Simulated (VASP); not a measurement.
Method: r2SCAN+rVV10, VASP's PBE PAW potentials (set 64) (plane waves; VASP).

VASP input:

**INCAR**
```
LMIXTAU = .TRUE.
LCHARG = .FALSE.
LASPH = .TRUE.   ! aspherical one-centre terms
PREC = Accurate
EDIFFG = -0.01   ! ionic stop
CPARAM = 0.0093
ENCUT = 520   ! plane-wave cut-off (eV)
SIGMA = 0.1
NSW = 30   ! most ionic steps
LWAVE = .FALSE.
ISMEAR = 1   ! Methfessel-Paxton
ALGO = Normal
LMAXMIX = 6   ! l cut-off of mixed one-centre charges
BPARAM = 11.95
METAGGA = R2SCAN
NELM = 100
EDIFF = 1E-7   ! SCF stop (eV)
SYSTEM = Re
IBRION = 2
LUSE_VDW = .TRUE.
LREAL = .FALSE.
ISIF = 4   ! ions and shape, fixed volume
```

### POSCAR
```
Re
1
    1.3629388071    -2.3606791490     0.0000000000
    1.3629388071     2.3606791490     0.0000000000
    0.0000000000     0.0000000000     4.4168437212
Re
2
Direct
  0.3333330000   0.6666670000   0.2500000000
  0.6666670000   0.3333330000   0.7500000000
```

### KPOINTS
```
K-points
0
gamma
  15 15 8
0 0 0
```

POTCAR, in this order: Re (PBE.64 set). Program: vasp_std.

The run wrote:

OSZICAR:
```
       N       E                     dE             d eps       ncg     rms          rms(c)
DAV:   1    -0.465388565123E+02   -0.46539E+02   -0.73038E+03  5300   0.168E+03
DAV:   2    -0.987261163116E+02   -0.52187E+02   -0.44431E+02  4627   0.348E+02
DAV:   3    -0.105400603287E+03   -0.66745E+01   -0.54094E+01  4891   0.266E+02
DAV:   4    -0.105786459646E+03   -0.38586E+00   -0.33653E+00  5458   0.293E+01
DAV:   5    -0.105803296360E+03   -0.16837E-01   -0.14670E-01  5128   0.355E+00    0.387E+01
DAV:   6    -0.104986572890E+03    0.81672E+00   -0.29046E-01  5506   0.959E+00    0.217E+01
DAV:   7    -0.103672296771E+03    0.13143E+01   -0.29103E+00  5333   0.521E+01    0.994E+00
DAV:   8    -0.104654604448E+03   -0.98231E+00   -0.87193E-01  5503   0.239E+01    0.527E-01
DAV:   9    -0.104643094956E+03    0.11509E-01   -0.76799E-03  5268   0.174E+00    0.113E+00
DAV:  10    -0.104651834639E+03   -0.87397E-02   -0.81155E-03  4618   0.107E+00    0.541E-01
DAV:  11    -0.104661676644E+03   -0.98420E-02   -0.20927E-03  4831   0.808E-01    0.244E-01
DAV:  12    -0.104661546308E+03    0.13034E-03   -0.26663E-04  5088   0.614E-01    0.724E-02
DAV:  13    -0.104661478937E+03    0.67371E-04   -0.30553E-04  5054   0.657E-01    0.229E-02
DAV:  14    -0.104661476638E+03    0.22995E-05   -0.42545E-05  5503   0.174E-01    0.497E-03
DAV:  15    -0.104661480572E+03   -0.39343E-05   -0.52626E-06  4858   0.403E-02    0.801E-03
DAV:  16    -0.104661482237E+03   -0.16656E-05   -0.28162E-06  4943   0.511E-02    0.244E-03
DAV:  17    -0.104661482856E+03   -0.61843E-06   -0.70255E-08  2241   0.415E-03    0.370E-03
DAV:  18    -0.104661482892E+03   -0.35860E-07   -0.18288E-08  2190   0.901E-03
   1 F= -.10466148E+03 E0= -.10466173E+03  d E =-.104661E+03
       N       E                     dE             d eps       ncg     rms          rms(c)
DAV:   1    -0.104661714144E+03   -0.23129E-03   -0.36384E-02  4514   0.717E+00    0.944E-02
DAV:   2    -0.104661433648E+03    0.28050E-03   -0.40515E-04  5572   0.303E-01    0.503E-02
DAV:   3    -0.104661397337E+03    0.36310E-04   -0.89463E-05  5111   0.125E-01    0.125E-02
DAV:   4    -0.104661411695E+03   -0.14357E-04   -0.36812E-05  5753   0.991E-02    0.717E-03
DAV:   5    -0.104661419829E+03   -0.81341E-05   -0.11816E-05  5514   0.704E-02    0.278E-03
DAV:   6    -0.104661420983E+03   -0.11547E-05   -0.16037E-07  2276   0.129E-02    0.151E-03
DAV:   7    -0.104661421103E+03   -0.11919E-06   -0.75192E-08  2088   0.113E-02    0.265E-03
DAV:   8    -0.104661421031E+03    0.71830E-07   -0.69227E-08  1985   0.935E-03
   2 F= -.10466142E+03 E0= -.10466165E+03  d E =0.618609E-04
       N       E                     dE             d eps       ncg     rms          rms(c)
DAV:   1    -0.104661643287E+03   -0.22218E-03   -0.12611E-02  4488   0.423E+00    0.556E-02
DAV:   2    -0.104661544986E+03    0.98301E-04   -0.13981E-04  5533   0.180E-01    0.297E-02
DAV:   3    -0.104661534003E+03    0.10983E-04   -0.30343E-05  5089   0.720E-02    0.743E-03
DAV:   4    -0.104661537429E+03   -0.34261E-05   -0.12897E-05  5735   0.600E-02    0.443E-03
DAV:   5    -0.104661541318E+03   -0.38894E-05   -0.34148E-06  4887   0.404E-02    0.143E-03
DAV:   6    -0.104661541396E+03   -0.77451E-07   -0.31908E-07  2320   0.929E-03
   3 F= -.10466154E+03 E0= -.10466178E+03  d E =-.585042E-04
```

**OUTCAR**
```
------------------------ aborting loop because EDIFF is reached ----------------------------------------
  FORCE on cell =-STRESS in cart. coord.  units (eV):
  Direction    XX          YY          ZZ          XY          YZ          ZX
  --------------------------------------------------------------------------------------
  Total        2.3217401      2.3217399      2.3216941      0.0000000      0.0000000      0.0000000
  in kB      130.8786591    130.8786460    130.8760626      0.0000000      0.0000000      0.0000000
  external PRESSURE =     130.8777892 kB  Pullay stress =       0.0000000 kB
  volume of cell :       28.42
      direct lattice vectors                 reciprocal lattice vectors
     1.362339801 -2.359641635 -0.000000000     0.367015630 -0.211896583 -0.000000000
     1.362339801  2.359641635  0.000000000     0.367015630  0.211896583 -0.000000000
     0.000000000  0.000000000  4.420728661     0.000000000 -0.000000000  0.226207052
 POSITION                                       TOTAL-FORCE (eV/Angst)
 -----------------------------------------------------------------------------------
      1.36234      0.78655      1.10518         0.000000      0.000000      0.000000
      1.36234     -0.78655      3.31555        -0.000000     -0.000000      0.000000
 -----------------------------------------------------------------------------------
    total drift:                               -0.000000      0.000007     -0.000017
  FREE ENERGIE OF THE ION-ELECTRON SYSTEM (eV)
  ---------------------------------------------------
  free  energy   TOTEN  =      -104.6615413959 eV

  energy  without entropy=     -104.6622522876  energy(sigma->0) =     -104.66177836

 reached required accuracy - stopping structural energy minimisation
```
(Selected blocks of OUTCAR.)

### CONTCAR
```
Re
   1.00000000000000
     1.3623398011525496   -2.3596416352215757   -0.0000000000000000
     1.3623398011525496    2.3596416352215757    0.0000000000000000
     0.0000000000000000    0.0000000000000000    4.4207286606272094
  Re
     2
Direct
     0.3333330000000032    0.6666669999999968    0.2500000000000000
     0.6666669999999968    0.3333330000000032    0.7500000000000000
```

The compound is Re in the hcp structure. This cell is one point of a volume scan, at 0.97 of the reference volume. Symmetry was kept, so distortions that lower it aren't found.
